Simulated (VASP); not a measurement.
OSZICAR of a VASP run on Tc:

OSZICAR:
```
       N       E                     dE             d eps       ncg     rms          rms(c)
DAV:   1     0.114947014804E+04    0.11495E+04   -0.57138E+04  4024   0.126E+03
DAV:   2    -0.462897582292E+02   -0.11958E+04   -0.11670E+04  3280   0.407E+02
DAV:   3    -0.924371071622E+02   -0.46147E+02   -0.44662E+02  4186   0.825E+01
DAV:   4    -0.938876377005E+02   -0.14505E+01   -0.14264E+01  3856   0.118E+01
DAV:   5    -0.939297683837E+02   -0.42131E-01   -0.41848E-01  3986   0.168E+00    0.479E+01
DAV:   6    -0.990515876212E+02   -0.51218E+01   -0.85814E+01  3986   0.465E+01    0.295E+01
DAV:   7    -0.137638839226E+03   -0.38587E+02   -0.50069E+02  4438   0.821E+01    0.423E+01
DAV:   8    -0.876756379006E+02    0.49963E+02   -0.20019E+02  4158   0.421E+01    0.157E+01
DAV:   9    -0.862572696912E+02    0.14184E+01   -0.29222E+01  4120   0.183E+01    0.626E+00
DAV:  10    -0.858834556362E+02    0.37381E+00   -0.22196E+00  4172   0.732E+00    0.394E+00
DAV:  11    -0.858433340570E+02    0.40122E-01   -0.26232E-01  4024   0.326E+00    0.348E+00
DAV:  12    -0.857106563766E+02    0.13268E+00   -0.40120E-01  3442   0.301E+00    0.202E+00
DAV:  13    -0.856579280131E+02    0.52728E-01   -0.30836E-01  3846   0.290E+00    0.731E-01
DAV:  14    -0.856539214182E+02    0.40066E-02   -0.25567E-02  3624   0.894E-01    0.385E-01
DAV:  15    -0.856534741862E+02    0.44723E-03   -0.50669E-03  3992   0.429E-01    0.200E-01
DAV:  16    -0.856540184022E+02   -0.54422E-03   -0.24398E-03  3432   0.273E-01    0.397E-02
DAV:  17    -0.856544928490E+02   -0.47445E-03   -0.31743E-04  3852   0.737E-02    0.440E-02
DAV:  18    -0.856548786368E+02   -0.38579E-03   -0.24289E-04  3146   0.559E-02    0.380E-02
DAV:  19    -0.856549507003E+02   -0.72064E-04   -0.12412E-04  3098   0.603E-02    0.141E-02
DAV:  20    -0.856550804868E+02   -0.12979E-03   -0.43004E-05  2760   0.332E-02    0.122E-02
DAV:  21    -0.856551264545E+02   -0.45968E-04   -0.84343E-06  2100   0.146E-02    0.558E-03
DAV:  22    -0.856551764035E+02   -0.49949E-04   -0.85367E-06  2164   0.121E-02    0.242E-03
DAV:  23    -0.856551933501E+02   -0.16947E-04   -0.49271E-06  2056   0.777E-03    0.157E-03
DAV:  24    -0.856552093319E+02   -0.15982E-04   -0.95815E-07  1890   0.338E-03    0.181E-03
DAV:  25    -0.856552286101E+02   -0.19278E-04   -0.79856E-07  1782   0.384E-03    0.715E-04
DAV:  26    -0.856552410251E+02   -0.12415E-04   -0.73088E-07  1826   0.246E-03    0.498E-04
DAV:  27    -0.856552446971E+02   -0.36720E-05   -0.23113E-07  1722   0.146E-03
   1 F= -.85655245E+02 E0= -.85654547E+02  d E =-.856552E+02
       N       E                     dE             d eps       ncg     rms          rms(c)
DAV:   1    -0.853196462931E+02    0.33559E+00   -0.12125E+02  3872   0.883E+01    0.195E+00
DAV:   2    -0.858594315758E+02   -0.53979E+00   -0.55422E+00  3074   0.127E+01    0.263E+00
DAV:   3    -0.858165878854E+02    0.42844E-01   -0.43085E-01  4166   0.503E+00    0.142E+00
DAV:   4    -0.858147205264E+02    0.18674E-02   -0.20298E-01  3964   0.337E+00    0.141E+00
DAV:   5    -0.858039316087E+02    0.10789E-01   -0.13453E-01  4068   0.218E+00    0.111E+00
DAV:   6    -0.857912479743E+02    0.12684E-01   -0.92195E-02  4050   0.219E+00    0.363E-01
DAV:   7    -0.857907335209E+02    0.51445E-03   -0.12966E-02  3862   0.805E-01    0.260E-01
DAV:   8    -0.857900223819E+02    0.71114E-03   -0.49061E-03  3786   0.463E-01    0.612E-02
DAV:   9    -0.857900127972E+02    0.95847E-05   -0.34830E-04  3770   0.116E-01    0.264E-02
DAV:  10    -0.857900156158E+02   -0.28186E-05   -0.35511E-05  2654   0.394E-02
   2 F= -.85790016E+02 E0= -.85789066E+02  d E =-.134771E+00
       N       E                     dE             d eps       ncg     rms          rms(c)
DAV:   1    -0.857708154800E+02    0.19197E-01   -0.75067E+00  3880   0.220E+01    0.442E-01
DAV:   2    -0.858001979871E+02   -0.29383E-01   -0.30397E-01  3066   0.299E+00    0.640E-01
DAV:   3    -0.857977156089E+02    0.24824E-02   -0.21392E-02  4026   0.116E+00    0.370E-01
DAV:   4    -0.857976935788E+02    0.22030E-04   -0.88631E-03  3966   0.698E-01    0.357E-01
DAV:   5    -0.857973238541E+02    0.36972E-03   -0.71706E-03  4268   0.500E-01    0.294E-01
DAV:   6    -0.857965405061E+02    0.78335E-03   -0.69305E-03  3986   0.592E-01    0.108E-01
DAV:   7    -0.857964776108E+02    0.62895E-04   -0.98205E-04  4006   0.224E-01    0.736E-02
DAV:   8    -0.857964215599E+02    0.56051E-04   -0.37874E-04  3730   0.129E-01    0.158E-02
DAV:   9    -0.857964191107E+02    0.24492E-05   -0.22603E-05  2192   0.290E-02
   3 F= -.85796419E+02 E0= -.85795370E+02  d E =-.141174E+00
       N       E                     dE             d eps       ncg     rms          rms(c)
DAV:   1    -0.857961853785E+02    0.23618E-03   -0.75946E-02  3904   0.221E+00    0.432E-02
DAV:   2    -0.857964750395E+02   -0.28966E-03   -0.30348E-03  3070   0.299E-01    0.618E-02
DAV:   3    -0.857964534789E+02    0.21561E-04   -0.18692E-04  3908   0.107E-01    0.355E-02
DAV:   4    -0.857964563313E+02   -0.28524E-05   -0.82551E-05  3064   0.678E-02
   4 F= -.85796456E+02 E0= -.85795359E+02  d E =-.141212E+00
       N       E                     dE             d eps       ncg     rms          rms(c)
DAV:   1    -0.857843522908E+02    0.12101E-01   -0.69536E+00  3894   0.215E+01    0.414E-01
DAV:   2    -0.858126473785E+02   -0.28295E-01   -0.26744E-01  3056   0.302E+00    0.743E-01
DAV:   3    -0.858074659985E+02    0.51814E-02   -0.38664E-02  4124   0.164E+00    0.299E-01
DAV:   4    -0.858065401607E+02    0.92584E-03   -0.66012E-03  4158   0.531E-01    0.246E-01
DAV:   5    -0.858067617479E+02   -0.22159E-03   -0.44630E-03  4034   0.503E-01    0.226E-01
DAV:   6    -0.858061658396E+02    0.59591E-03   -0.33759E-03  3866   0.422E-01    0.503E-02
DAV:   7    -0.858061585688E+02    0.72708E-05   -0.24406E-04  3908   0.101E-01    0.179E-02
DAV:   8    -0.858061586026E+02   -0.33750E-07   -0.54634E-05  2986   0.515E-02
   5 F= -.85806159E+02 E0= -.85805199E+02  d E =-.970227E-02
       N       E                     dE             d eps       ncg     rms          rms(c)
DAV:   1    -0.856401727233E+02    0.16599E+00   -0.54361E+01  3894   0.600E+01    0.125E+00
DAV:   2    -0.858759747513E+02   -0.23580E+00   -0.22201E+00  3088   0.872E+00    0.220E+00
DAV:   3    -0.858281296311E+02    0.47845E-01   -0.32931E-01  4124   0.473E+00    0.836E-01
DAV:   4    -0.858222182621E+02    0.59114E-02   -0.62388E-02  4194   0.154E+00    0.723E-01
DAV:   5    -0.858237466971E+02   -0.15284E-02   -0.42490E-02  4018   0.160E+00    0.660E-01
DAV:   6    -0.858184827990E+02    0.52639E-02   -0.29563E-02  3824   0.122E+00    0.148E-01
DAV:   7    -0.858182934086E+02    0.18939E-03   -0.20796E-03  3972   0.293E-01    0.391E-02
DAV:   8    -0.858183227946E+02   -0.29386E-04   -0.40461E-04  3926   0.136E-01    0.514E-02
DAV:   9    -0.858183013239E+02    0.21471E-04   -0.14698E-04  3674   0.868E-02    0.135E-02
DAV:  10    -0.858183042189E+02   -0.28951E-05   -0.71268E-06  1830   0.148E-02
   6 F= -.85818304E+02 E0= -.85817887E+02  d E =-.218479E-01
       N       E                     dE             d eps       ncg     rms          rms(c)
DAV:   1    -0.858025166754E+02    0.15785E-01   -0.55612E+00  3882   0.191E+01    0.345E-01
DAV:   2    -0.858251014141E+02   -0.22585E-01   -0.21973E-01  3106   0.268E+00    0.573E-01
DAV:   3    -0.858215349211E+02    0.35665E-02   -0.28306E-02  4158   0.141E+00    0.245E-01
DAV:   4    -0.858208153499E+02    0.71957E-03   -0.47619E-03  4218   0.457E-01    0.175E-01
DAV:   5    -0.858208238151E+02   -0.84652E-05   -0.26885E-03  3940   0.366E-01    0.164E-01
DAV:   6    -0.858205390489E+02    0.28477E-03   -0.17301E-03  3864   0.302E-01    0.398E-02
DAV:   7    -0.858205337809E+02    0.52680E-05   -0.24360E-04  3972   0.111E-01    0.305E-02
DAV:   8    -0.858205265000E+02    0.72808E-05   -0.69411E-05  3092   0.582E-02
   7 F= -.85820527E+02 E0= -.85820753E+02  d E =-.222228E-02
       N       E                     dE             d eps       ncg     rms          rms(c)
DAV:   1    -0.858203719437E+02    0.16184E-03   -0.55570E-02  3894   0.191E+00    0.325E-02
DAV:   2    -0.858206041369E+02   -0.23219E-03   -0.22054E-03  3220   0.270E-01    0.615E-02
DAV:   3    -0.858205567778E+02    0.47359E-04   -0.27332E-04  3936   0.136E-01    0.241E-02
DAV:   4    -0.858205536367E+02    0.31411E-05   -0.33185E-05  2602   0.396E-02
   8 F= -.85820554E+02 E0= -.85820689E+02  d E =-.224942E-02
```

**Question.** Which electronic solver shows in the log?

**Answer.** It is blocked Davidson (ALGO = Normal, or the opening steps of other solvers). The INCAR had ALGO = Normal.

**Question.** Can the final energy be trusted as converged?

**Answer.** The calculation finished and met its thresholds. It stopped with EDIFF = 1E-5, NELM = 100, NSW = 50 and EDIFFG = -0.03 after 8 ionic steps (PBEsol GGA, plane waves, VASP's PBE PAW potentials (set 64)).

The cell is a thin slab with vacuum, built from Tc (hcp): (100) face.
